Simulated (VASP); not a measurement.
VASP ran on this input.

### INCAR
```
LMAXMIX=4
LWAVE=.FALSE.
NSW=60
PREC=Accurate
GGA=PE
EDIFF=1E-6   ! SCF stop (eV)
LASPH=.TRUE.   ! aspherical one-centre terms
LREAL=.FALSE.   ! projection in real space or not
ISMEAR=0   ! Gaussian
ALGO=Normal   ! blocked Davidson
SIGMA=0.05   ! width (eV)
ENCUT=480   ! plane-wave cut-off (eV)
IBRION=2   ! conjugate gradients
ISIF=3   ! ions, shape and volume
NELM=100   ! most electronic steps
SYSTEM=RbBr
EDIFFG=-0.01
LCHARG=.FALSE.
```

**POSCAR**
```
RbBr
1
    0.0000000000     3.5120318620     3.5120318620
    3.5120318620     0.0000000000     3.5120318620
    3.5120318620     3.5120318620     0.0000000000
Rb Br
1 1
Direct
  0.0000000000   0.0000000000   0.0000000000
  0.5000000000   0.5000000000   0.5000000000
```

File KPOINTS:
```
Automatic mesh
0
Gamma
6 6 6
0 0 0
```

POTCAR, in this order: Rb_sv Br (PBE.64 set). Program: vasp_std.

**Question.** Write an equivalent input for Quantum ESPRESSO's pw.x.

**Answer.** One equivalent input (not run):
```
&CONTROL
  calculation = 'vc-relax'
  pseudo_dir = './pseudo'
  outdir = './out'
  tprnfor = .true.
  tstress = .true.
  nstep = 60
  forc_conv_thr = 0.00039
/
&SYSTEM
  ibrav = 0
  nat = 2
  ntyp = 2
  ecutwfc = 46.3
  occupations = 'smearing'
  smearing = 'gaussian'
  degauss = 0.003675
  input_dft = 'pbe'
/
&ELECTRONS
  conv_thr = 7.3e-08
  electron_maxstep = 100
/
&IONS
/
&CELL
/
ATOMIC_SPECIES
  Rb 85.468 Rb.upf
  Br 79.904 Br.upf
CELL_PARAMETERS angstrom
     0.0000000    3.5120319    3.5120319
     3.5120319    0.0000000    3.5120319
     3.5120319    3.5120319    0.0000000
ATOMIC_POSITIONS crystal
  Rb   0.0000000  0.0000000  0.0000000
  Br   0.5000000  0.5000000  0.5000000
K_POINTS automatic
  6 6 6 0 0 0
```
What does not carry over: the potentials are each code's own (VASP's PAW set, PseudoDojo norm-conserving files in pw.x), so ENCUT and ecutwfc are chosen apart and not converted; conv_thr bounds pw.x's estimated SCF error, while EDIFF bounds the energy change between steps; forc_conv_thr acts on force components and is met together with etot_conv_thr.

The compound is RbBr in the rock salt structure. It was relaxed first, which changed the volume by +6 %. The start is the result of an earlier pass.
